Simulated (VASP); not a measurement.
# Li3ZrN2 (P4mm) in VASP: a series of runs

The runs below take Li3ZrN2 through single point, with PBE.

Everything below comes from runs of VASP 6.6.1. Logs are shortened: lines on timing, memory, paths and dates and some standing lists are left out, and cuts for length are marked.

**1. The crystal as given**

Symmetry: P4mm, No. 99, tetragonal system. The conventional cell has a = 3.181 Å, b = 3.181 Å, c = 8.648 Å, α = 90.00°, β = 90.00°, γ = 90.00°. Li (site symmetry 4mm) is surrounded by 1 N at 1.95 Å. Li (site symmetry 4mm) is surrounded by 5 N at 2.25 to 2.28 Å. Li (site symmetry 4mm) is surrounded by 1 N at 1.85 Å. Zr (site symmetry 4mm) has 1 N at 1.92 Å as nearest neighbours. N (site symmetry 4mm) has 1 Li at 1.95 Å as nearest neighbours. N (site symmetry 4mm) has 1 Li at 1.85 Å and 1 Zr at 1.92 Å as nearest neighbours.

The cell was built by a generator and needn't be a form met in nature.

**2. Single point, PBE**

INCAR reads:

```
SYSTEM = Li3ZrN2
ALGO = Normal
EDIFF = 1E-6
ENCUT = 520
GGA = PE
ISIF = 2
ISMEAR = 0
LASPH = .TRUE.
LCHARG = .FALSE.
LREAL = .FALSE.
LWAVE = .FALSE.
NBANDS = 24
NELM = 120
PREC = Accurate
SIGMA = 0.1
```

KPOINTS reads:

```
k-points
0
G
  10 10 4
  0 0 0
```

POSCAR reads:

```
Li3ZrN2
1.0
    3.1807800000      0.0000000000      0.0000000000
    0.0000000000      3.1807800000      0.0000000000
    0.0000000000      0.0000000000      8.6480200000
Li Zr N
3 1 2
Direct
    0.0000000000      0.0000000000      0.8853600000
    0.0000000000      0.0000000000      0.3745200000
    0.5000000000      0.5000000000      0.5931940000
    0.5000000000      0.5000000000      0.1572120000
    0.0000000000      0.0000000000      0.1110800000
    0.5000000000      0.5000000000      0.3788200000
```

Potentials or basis: VASP PAW PBE potentials, release 64 (Li_sv, Zr_sv, N).

On the command line:

```sh
$ cat potpaw_PBE.64/Li_sv/POTCAR potpaw_PBE.64/Zr_sv/POTCAR potpaw_PBE.64/N/POTCAR > POTCAR
$ mpirun -np 1 vasp_std > vasp.out
```

OUTCAR:

```text
SYSTEM = Li3ZrN2
   EDIFF = 1E-6
   ENCUT = 520
   GGA = PE
   ISIF = 2
   ISMEAR = 0
   LASPH = .TRUE.
   LREAL = .FALSE.
   NELM = 120
   PREC = Accurate

 ion  position               nearest neighbor table
   1  0.000  0.000  0.885-   5 1.95
   2  0.000  0.000  0.375-   4 2.93   4 2.93   4 2.93   4 2.93
   3  0.500  0.500  0.593-   6 1.85
   4  0.500  0.500  0.157-   6 1.92   5 2.28   5 2.28   5 2.28   5 2.28   2 2.93   2 2.93   2 2.93
                             2 2.93
   5  0.000  0.000  0.111-   1 1.95   4 2.28   4 2.28   4 2.28   4 2.28
   6  0.500  0.500  0.379-   3 1.85   4 1.92

  LATTYP: Found a simple tetragonal cell.
 ALAT       =     3.1807800000
 C/A-ratio  =     2.7188362603

  Lattice vectors:

 A1 = (   3.1807800000,   0.0000000000,   0.0000000000)
 A2 = (   0.0000000000,   3.1807800000,   0.0000000000)
 A3 = (   0.0000000000,   0.0000000000,   8.6480200000)

Analysis of symmetry for initial positions (statically):
=====================================================================
 Subroutine PRICEL returns:
 Original cell was already a primitive cell.

 Routine SETGRP: Setting up the symmetry group for a
 simple tetragonal supercell.

 Subroutine GETGRP returns: Found  8 space group operations
 (whereof  8 operations were pure point group operations)
 out of a pool of 16 trial point group operations.

The static configuration has the point symmetry C_4v.

Analysis of symmetry for dynamics (positions and initial velocities):
=====================================================================
 Subroutine PRICEL returns:
 Original cell was already a primitive cell.

 Routine SETGRP: Setting up the symmetry group for a
 simple tetragonal supercell.

 Subroutine GETGRP returns: Found  8 space group operations
 (whereof  8 operations were pure point group operations)
 out of a pool of 16 trial point group operations.

The dynamic configuration has the point symmetry C_4v.

 Subroutine INISYM returns: Found  8 space group operations
 (whereof  8 operations are pure point group operations),
 and found     1 'primitive' translations

----------------------------------------------------------------------------------------

                                     Primitive cell

  volume of cell :      87.4951
[... 92 lines left out ...]
   LNONCOLLINEAR =      F non collinear calculations
   LSORBIT =      F    spin-orbit coupling
   LASPH  =      T    aspherical Exc in radial PAW
   ENCUT  =  520.0 eV  38.22 Ry    6.18 a.u.   5.91  5.91 16.08*2*pi/ulx,y,z
   NELM   =    120;   NELMIN=  2; NELMDL= -5     # of ELM steps
   EDIFF  = 0.1E-05   stopping-criterion for ELM
   LREAL  =      F    real-space projection
   EDIFFG = 0.1E-04   stopping-criterion for IOM
   NSW    =      0    number of steps for IOM
   IBRION =     -1    ionic relax: 0-MD 1-quasi-New 2-CG
   NFREE  =      0    steps in history (QN), initial steepest desc. (CG)
   ISIF   =      2    stress and relaxation
   ISYM   =      2    0-nonsym 1-usesym 2-fastsym
   POTIM  = 0.5000    time-step for ionic-motion
   TEBEG  =    0.0;   TEEND  =   0.0 temperature during run
   PSTRESS=    0.0 pullay stress
   NELECT =      31.0000    total number of electrons
   NUPDOWN=      -1.0000    fix difference up-down
   EMIN   =  10.00;   EMAX   =-10.00  energy-range for DOS
   EFERMI =   0.00;   METHOD = LEGACY
   ISMEAR =     0;   SIGMA  =   0.10  broadening in eV -4-tet -1-fermi 0-gaus
   EFERMI_NEDOS =   21; number of points for ismear=-14 and -15
   IALGO  =     38    algorithm
   IMIX   =      4    mixing-type and parameters
     AMIX     =   0.40;   BMIX     =  1.00
     AMIX_MAG =   1.60;   BMIX_MAG =  1.00
  volume/ion in A,a.u.               =      14.58        98.41
  Fermi-wavevector in a.u.,A,eV,Ry     =   1.158424  2.189103 18.258275  1.341945
  Thomas-Fermi vector in A             =   2.295026
   LORBIT       =      0    0 simple, 1 ext, 2 COOP (PROOUT), +10 PAW based schemes
   GGA     = PE    functional components
   LHFCALC =     F    Hartree Fock is set to
   AEXX    =    0.0000 exact exchange contribution
   IVDW    =     0    specifies the selected vdW correction
   LEPSILON=     F    determine dielectric tensor
   LRPA    =     F    only Hartree local field effects (RPA)
 non-spin polarized calculation
 Gauss-broadening in eV      SIGMA  =   0.10
  energy-cutoff  :      520.00
  volume of cell :       87.50
 maximum number of plane-waves:      2400
 NGX is ok and might be reduce to    24
   NGX = 11   NGY = 11   NGZ = 33

 number of electron      30.9999970 magnetization

 Free energy of the ion-electron system (eV)
  ---------------------------------------------------
  ext. energy  EPLUGINS =         0.00000000
  ---------------------------------------------------
  free energy    TOTEN  =       -35.37837853 eV

  energy without entropy =      -35.36978802  energy(sigma->0) =      -35.37408327

 E-fermi :   3.2959     XC(G=0):  -8.8946

 val. band max:        3.2625865486   @ k =   0.4000   0.0000   0.0000
 cond. band min:       3.3114743671   @ k =   0.4000   0.1000   0.0000
 fundamental gap:      0.0488878185
 Fermi energy:         3.2958676907

 k-point     1 :       0.0000    0.0000    0.0000
  band No.  band energies     occupation
      1     -44.6214      2.00000
      2     -42.8519      2.00000
      3     -42.3545      2.00000
      4     -40.8930      2.00000
      5     -22.9580      2.00000
      6     -22.4816      2.00000
[... 637 lines left out ...]
     23       9.8058      0.00000
     24       9.9648      0.00000

 [... further k-points ...]
[... 5 lines left out ...]
  --------------------------------------------------------------------------------------
  -------------------------------------------------------------------------------------
  Total        0.0126102      0.0126102      0.0181665      0.0000000      0.0000000      0.0000000
  in kB        0.2309136      0.2309136      0.3326576      0.0000000      0.0000000      0.0000000
  external PRESSURE =       0.2648283 kB  Pullay stress =       0.0000000 kB

 VOLUME and BASIS-vectors are now :
 -----------------------------------------------------------------------------
  energy-cutoff  :      520.00
  volume of cell :       87.50
      direct lattice vectors                 reciprocal lattice vectors
     3.180780000  0.000000000  0.000000000     0.314388295  0.000000000  0.000000000
     0.000000000  3.180780000  0.000000000     0.000000000  0.314388295  0.000000000
     0.000000000  0.000000000  8.648020000     0.000000000  0.000000000  0.115633405

 POSITION                                       TOTAL-FORCE (eV/Angst)
 -----------------------------------------------------------------------------------
      0.00000      0.00000      7.65661         0.000000      0.000000     -0.002934
      0.00000      0.00000      3.23886        -0.000000      0.000000     -0.001401
      1.59039      1.59039      5.12995        -0.000000      0.000000      0.000120
      1.59039      1.59039      1.35957        -0.000000      0.000000     -0.000782
      0.00000      0.00000      0.96062        -0.000000      0.000000      0.000556
      1.59039      1.59039      3.27604        -0.000000     -0.000000      0.004442
 -----------------------------------------------------------------------------------
    total drift:                                0.000000     -0.000000     -0.007760

  FREE ENERGIE OF THE ION-ELECTRON SYSTEM (eV)
  ---------------------------------------------------
  free  energy   TOTEN  =       -35.3783785285 eV

  energy  without entropy=      -35.3697880204  energy(sigma->0) =      -35.37408327
```

stdout:

```text
POSCAR found type information on POSCAR LiZrN
 POSCAR found :  3 types and       6 ions
 scaLAPACK will be used
 LDA part: xc-table for (Slater+PW92), standard interpolation
 POSCAR, INCAR and KPOINTS ok, starting setup
 FFT: planning ... GRIDC
 FFT: planning ... GRID_SOFT
 FFT: planning ... GRID
 WAVECAR not read
 entering main loop
```

It took 93 s on 1 thread of Intel Xeon Platinum 8259CL at 2.50GHz (Skylake/Cascade Lake), shared host; peak memory 0.27 GiB.

What came out:

| Quantity | Value |
| --- | --- |
| Free energy | -35.3784 eV |
| Largest force | 0.004 eV/Å |
| Band gap on the k mesh | none (metal or under the smearing width) |

Forces in eV/Å, atoms in the order of the input:
```
Li   0.000  0.000 -0.003
Li   0.000  0.000 -0.001
Li   0.000  0.000  0.000
Zr   0.000  0.000 -0.001
N    0.000  0.000  0.001
N    0.000  0.000  0.004
```

Caveat: the cutoff is under 1.25 times the usual one of these potentials, so pressure, stress and relaxed cells hold a basis-set (Pulay) error.

(Continued in part 2 of 2.)
